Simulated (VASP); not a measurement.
Runs of VASP 6.6.1 on KMgF3. Symmetry: Pm-3m, No. 221, cubic system. The conventional cell has a = 3.986 Å, b = 3.986 Å, c = 3.986 Å, α = 90.00°, β = 90.00°, γ = 90.00°. K (site symmetry m-3m) is surrounded by 12 F at 2.82 Å. Around Mg (site symmetry m-3m) lie 6 F at 1.99 Å. F (site symmetry 4/mmm) is surrounded by 2 Mg at 1.99 Å. 

```csv
task,level,potentials or basis,cell,gap on the mesh (eV),pressure (GPa)
relaxation of cell and atoms,PBEsol,"VASP PAW PBE potentials, release 64 (K_sv, Mg, F)",relaxed,7.14,0.0
relaxation of the atoms,PBEsol,"VASP PAW PBE potentials, release 64 (K_sv, Mg, F)",atoms relaxed from: a relaxed cell with its volume scaled by 0.94,7.61,5.3
relaxation of the atoms,PBEsol,"VASP PAW PBE potentials, release 64 (K_sv, Mg, F)",atoms relaxed from: a relaxed cell with its volume scaled by 0.96,(b),3.3
relaxation of cell and atoms,PBE+D3(BJ),"VASP PAW PBE potentials, release 64 (K_sv, Mg, F)",relaxed,7.19,0.0
relaxation of the atoms,LDA,"VASP PAW LDA potentials, release 64 (K_sv, Mg, F)",atoms relaxed from: a relaxed cell with its volume scaled by 0.96,(a),4.1
relaxation of the atoms,PBE+D3(BJ),"VASP PAW PBE potentials, release 64 (K_sv, Mg, F)",atoms relaxed from: a relaxed cell with its volume scaled by 1.02,7.04,-1.4
relaxation of the atoms,PBEsol,"VASP PAW PBE potentials, release 64 (K_sv, Mg, F)",atoms relaxed from: a relaxed cell with its volume scaled by 0.98,7.29,1.6
relaxation of the atoms,PBE+D3(BJ),"VASP PAW PBE potentials, release 64 (K_sv, Mg, F)",atoms relaxed from: a relaxed cell with its volume scaled by 0.96,(c),3.2
relaxation of the atoms,LDA,"VASP PAW LDA potentials, release 64 (K_sv, Mg, F)",atoms relaxed,7.52,0.0
relaxation of the atoms,PBE+D3(BJ),"VASP PAW PBE potentials, release 64 (K_sv, Mg, F)",atoms relaxed,7.19,0.0
relaxation of the atoms,LDA,"VASP PAW LDA potentials, release 64 (K_sv, Mg, F)",atoms relaxed from: a relaxed cell with its volume scaled by 0.94,8.05,6.5
```

Alike in all rows: no spin polarisation; k mesh 8 × 8 × 8; cutoff (eV) 600; smearing gaussian 0.03 eV.

Fill in the values left out.

(a) 7.86; (b) 7.45; (c) 7.50.

Caveats: the relaxation stopped at its first step, so nothing moved (some runs); the PAW data sets were made with another functional, which shifts forces and pressure a little (some runs).

A k mesh can miss the band edges.
